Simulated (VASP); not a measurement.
Consider the following.

```
CELL_PARAMETERS angstrom
      1.33813    -2.31771     0.00000
      1.33813     2.31771     0.00000
      0.00000     0.00000     4.88472
ATOMIC_POSITIONS crystal
  Zn 0.33333 0.66667 0.25000
  Zn 0.66667 0.33333 0.75000
```

Level of theory: PW91 GGA, VASP's PBE PAW potentials (set 64) (plane waves; VASP). Run with 520 eV cut-off, 17×17×9 Γ-centred mesh, tetrahedra with Blöchl corrections, potentials Zn.

Question: Tabulate the total density of states (states/eV per cell) against energy (eV; zero at the valence-band maximum or, without a gap, the Fermi level).

Answer: 
```
E (eV) | DOS (states/eV)
    -9.98 |  0.13
    -9.65 |  0.18
    -9.31 |  0.25
    -8.98 | # 0.32
    -8.64 | # 0.69
    -8.30 | ############## 8.63
    -7.97 | ###################### 13.7
    -7.52 | ########################### 17.4
    -7.18 | ############################## 19.0
    -6.85 | # 0.54
    -6.51 | # 0.45
    -6.18 | # 0.42
    -5.84 | # 0.43
    -5.51 | # 0.43
    -5.17 | # 0.44
    -4.83 | # 0.45
    -4.50 | # 0.46
    -4.16 | # 0.48
    -3.83 | # 0.49
    -3.49 | # 0.51
    -3.04 | # 0.55
    -2.71 | # 0.55
    -2.37 | # 0.54
    -2.04 | # 0.58
    -1.70 | # 0.66
    -1.36 | # 0.65
    -1.03 | # 0.56
    -0.69 | # 0.49
    -0.36 | # 0.51
    -0.02 | # 0.46
     0.32 | # 0.39
     0.65 | # 0.46
     0.99 | # 0.54
     1.44 | # 0.74
     1.77 | # 0.81
     2.11 | # 0.77
     2.44 | # 0.70
     2.78 | # 0.71
     3.12 | # 0.80
     3.45 | # 0.91
```
Within 2 eV below the Fermi level the largest weight inside VASP's projection spheres is Zn p, then Zn s.

The compound is Zn in the hcp structure. It was relaxed first.
